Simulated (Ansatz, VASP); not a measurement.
# BeCuI3 in VASP and in Ansatz

The input INCAR:

```
SYSTEM = BeCuI3
ALGO     = Fast           ! electronic algorithm
EDIFF    = 1E-6           ! SCF threshold, eV
ENCUT    = 520            ! plane-wave cutoff, eV
ISIF     = 2              ! what is computed and relaxed
ISMEAR   = 0              ! smearing method
LASPH    = .TRUE.         ! aspherical terms in the spheres
LCHARG   = .FALSE.        ! write CHGCAR
LREAL    = .FALSE.        ! projectors in reciprocal space
LWAVE    = .FALSE.        ! write WAVECAR
NBANDS   = 25             ! bands
NELM     = 100            ! most SCF steps
PREC     = Accurate       ! precision mode
SIGMA    = 0.05           ! smearing width, eV
```

Contents of KPOINTS:

```
k-points
0
G
  4 4 4
  0 0 0
```

POSCAR

```
BeCuI3
1.0
    5.2543238636      0.0000000000      0.0000000000
    0.0000000000      5.2543238636      0.0000000000
    0.0000000000      0.0000000000      5.2543238636
Cu Be I
1 1 3
Direct
    0.0000000000      0.0000000000      0.0000000000
    0.5000000000      0.5000000000      0.5000000000
    0.5000000000      0.5000000000      0.0000000000
    0.5000000000      0.0000000000      0.5000000000
    0.0000000000      0.5000000000      0.5000000000
```

Input for Ansatz:

```yaml
crystal:
  lattice:
    - [5.2543238636, 0.0, 0.0]
    - [0.0, 5.2543238636, 0.0]
    - [0.0, 0.0, 5.2543238636]
  atoms:
    - { symbol: Cu, position: [0.0, 0.0, 0.0] }
    - { symbol: Be, position: [0.5, 0.5, 0.5] }
    - { symbol: I, position: [0.5, 0.5, 0.0] }
    - { symbol: I, position: [0.5, 0.0, 0.5] }
    - { symbol: I, position: [0.0, 0.5, 0.5] }
basis:
  ecutwfc: 420
kpoints:
  mp_grid: { grid: [4, 4, 4] }
hamiltonian:
  xc: lda
scf:
  occupations: { method: gaussian, width: 0.05 }
output:
  forces: true
  stress: true
  eigenvalues: true
```

The cell comes from a database or a generator and needn't be the stable form of this composition.

Alike in both runs: task single point; functional LDA; k mesh 4 × 4 × 4; occupations gaussian, width 0.05 eV; no spin polarisation.

|  | VASP | Ansatz |
| --- | --- | --- |
| version | VASP 6.6.1 | Ansatz 0.2.0 |
| potentials or method | VASP PAW LDA potentials, release 64 (Cu, Be, I) | scalar-relativistic, plane waves, PAW |
| plane-wave cutoff (eV) | 520 | 420 |
| valence electrons in the cell | 34 | 72 |

```csv
,VASP,Ansatz,Ansatz less VASP
gap on the k mesh at the Fermi level (eV),none,none,-
pressure (GPa),-2.5,-2.5,-0.03
```

A gap of «none» marks a metal or a gap that the smearing closes. The two sets of potentials don't hold the same shells in valence.

Caveats: the run has no spin polarisation, though such a crystal can be magnetic; semilocal functionals often make such compounds metallic where correlation or magnetic order opens a gap, which also shifts bond lengths. Spin-orbit coupling is left out, which matters for the levels of I.
